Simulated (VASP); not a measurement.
Output of a VASP run:

### OSZICAR
```
...
       N       E                     dE             d eps       ncg     rms          rms(c)
DAV:   1    -0.710839076431E+01    0.19964E-01   -0.10200E+01  4768   0.223E+01    0.631E-01
DAV:   2    -0.713926532223E+01   -0.30875E-01   -0.40640E-01  6477   0.748E+00    0.371E-01
DAV:   3    -0.713460811450E+01    0.46572E-02   -0.86617E-03  5921   0.136E+00    0.880E-02
DAV:   4    -0.713462275105E+01   -0.14637E-04   -0.26575E-03  5743   0.518E-01    0.226E-02
DAV:   5    -0.713462461998E+01   -0.18689E-05   -0.20457E-04  4864   0.197E-01    0.853E-03
DAV:   6    -0.713462524428E+01   -0.62430E-06   -0.15721E-05  7192   0.599E-02    0.376E-03
DAV:   7    -0.713462536675E+01   -0.12247E-06   -0.15647E-06  4795   0.165E-02    0.107E-03
DAV:   8    -0.713462528212E+01    0.84629E-07   -0.13804E-07  3821   0.335E-03
   3 F= -.71346253E+01 E0= -.71346245E+01  d E =-.124746E-01
       N       E                     dE             d eps       ncg     rms          rms(c)
DAV:   1    -0.713423348626E+01    0.39188E-03   -0.21400E-01  4768   0.317E+00    0.913E-02
DAV:   2    -0.713481678860E+01   -0.58330E-03   -0.79079E-03  6471   0.111E+00    0.539E-02
DAV:   3    -0.713471825648E+01    0.98532E-04   -0.20643E-04  6015   0.211E-01    0.121E-02
DAV:   4    -0.713472011561E+01   -0.18591E-05   -0.62398E-05  5713   0.736E-02    0.360E-03
DAV:   5    -0.713471976955E+01    0.34606E-06   -0.37877E-06  4871   0.249E-02    0.128E-03
DAV:   6    -0.713471982534E+01   -0.55787E-07   -0.24843E-07  3515   0.706E-03
   4 F= -.71347198E+01 E0= -.71347237E+01  d E =-.125691E-01
       N       E                     dE             d eps       ncg     rms          rms(c)
DAV:   1    -0.715649211906E+01   -0.21772E-01   -0.96796E-01  4620   0.808E+00    0.711E-01
DAV:   2    -0.714471580426E+01    0.11776E-01   -0.42127E-02  5323   0.306E+00    0.458E-01
DAV:   3    -0.713647392346E+01    0.82419E-02   -0.14369E-02  5463   0.230E+00    0.427E-02
DAV:   4    -0.713679403188E+01   -0.32011E-03   -0.41327E-03  4567   0.831E-01    0.277E-02
DAV:   5    -0.713679981333E+01   -0.57814E-05   -0.17976E-04  5717   0.133E-01    0.794E-03
DAV:   6    -0.713679971732E+01    0.96006E-07   -0.18470E-05  5584   0.614E-02    0.411E-03
DAV:   7    -0.713680067964E+01   -0.96232E-06   -0.27477E-06  5551   0.259E-02    0.890E-04
DAV:   8    -0.713680086508E+01   -0.18545E-06   -0.30790E-07  3872   0.910E-03    0.680E-04
DAV:   9    -0.713680085384E+01    0.11239E-07   -0.12538E-07  3687   0.619E-03
   5 F= -.71368009E+01 E0= -.71368212E+01  d E =-.208103E-02
       N       E                     dE             d eps       ncg     rms          rms(c)
DAV:   1    -0.722225518386E+01   -0.85454E-01   -0.40934E+00  4618   0.166E+01    0.146E+00
DAV:   2    -0.717185508764E+01    0.50400E-01   -0.17759E-01  4612   0.559E+00    0.936E-01
DAV:   3    -0.713719451758E+01    0.34661E-01   -0.61680E-02  5505   0.396E+00    0.853E-02
DAV:   4    -0.713820476747E+01   -0.10102E-02   -0.13919E-02  4581   0.150E+00    0.563E-02
DAV:   5    -0.713822768018E+01   -0.22913E-04   -0.71471E-04  5542   0.278E-01    0.121E-02
DAV:   6    -0.713822797644E+01   -0.29626E-06   -0.80127E-05  5522   0.914E-02    0.895E-03
DAV:   7    -0.713823099873E+01   -0.30223E-05   -0.10660E-05  5529   0.589E-02    0.229E-03
DAV:   8    -0.713823167911E+01   -0.68037E-06   -0.12738E-06  3921   0.177E-02    0.136E-03
DAV:   9    -0.713823172082E+01   -0.41713E-07   -0.43166E-07  3729   0.111E-02
   6 F= -.71382317E+01 E0= -.71381615E+01  d E =-.351190E-02
```

File OUTCAR:
```
------------------------ aborting loop because EDIFF is reached ----------------------------------------
  FORCE on cell =-STRESS in cart. coord.  units (eV):
  Direction    XX          YY          ZZ          XY          YZ          ZX
  --------------------------------------------------------------------------------------
  Total       -0.4054940     -0.3862627     -0.3883856      0.0000000      0.0000000     -0.0063894
  in kB       -8.0415380     -7.6601535     -7.7022541      0.0000000      0.0000000     -0.1267120
  external PRESSURE =      -7.8013152 kB  Pullay stress =       0.0000000 kB
  volume of cell :       80.79
      direct lattice vectors                 reciprocal lattice vectors
     4.597056669 -2.301576863  0.127107087     0.111396266 -0.217242365 -0.095155581
     4.597056669  2.301576863  0.127107087     0.111396266  0.217242365 -0.095155581
     3.340139825  0.000000000  3.910218404    -0.007242181  0.000000000  0.261926520
 POSITION                                       TOTAL-FORCE (eV/Angst)
 -----------------------------------------------------------------------------------
      2.86178      0.00000      0.95081         0.007996      0.000000      0.002657
      9.67248      0.00000      3.21362        -0.007996      0.000000     -0.002657
 -----------------------------------------------------------------------------------
    total drift:                               -0.000000      0.000000     -0.000000
  FREE ENERGIE OF THE ION-ELECTRON SYSTEM (eV)
  ---------------------------------------------------
  free  energy   TOTEN  =        -7.1382317208 eV

  energy  without entropy=       -7.1380211902  energy(sigma->0) =       -7.13816154

 reached required accuracy - stopping structural energy minimisation
```
(Selected blocks of OUTCAR.)

File POSCAR:
```
Bi
1
    4.4511346261    -2.3451615856     0.0521090568
    4.4511346261     2.3451615856     0.0521090568
    3.1704155842     0.0000000000     3.9068609562
Bi
2
Direct
  0.2319712746   0.2319712746   0.2319712746
  0.7680287254   0.7680287254   0.7680287254
```

### Question
Write an INCAR and KPOINTS that could have produced this output.

### Answer
One answer among several that fit: the input of the run itself, revPBE GGA, plane waves, VASP's PBE PAW potentials (set 64).

INCAR:
```
! general
SYSTEM  = Bi
PREC    = Accurate
ENCUT   = 520
LREAL   = .FALSE.
LASPH   = .TRUE.

! electronic loop
EDIFF   = 1E-7
NELM    = 100
ALGO    = Normal
LMAXMIX = 4

! smearing
ISMEAR  = 1
SIGMA   = 0.1

! functional
GGA     = RE

! ions
IBRION  = 2
NSW     = 30
ISIF    = 4
EDIFFG  = -0.01

! output
LWAVE   = .FALSE.
LCHARG  = .FALSE.
```

KPOINTS:
```
Automatic mesh
0
Gamma
10 10 10
0 0 0
```

POTCAR, in this order: Bi_d (PBE.64 set). Program: vasp_std.

The compound is Bi in the a7 structure. This cell is one point of a volume scan, at 1.06 of the reference volume. Symmetry was kept, so distortions that lower it aren't found.
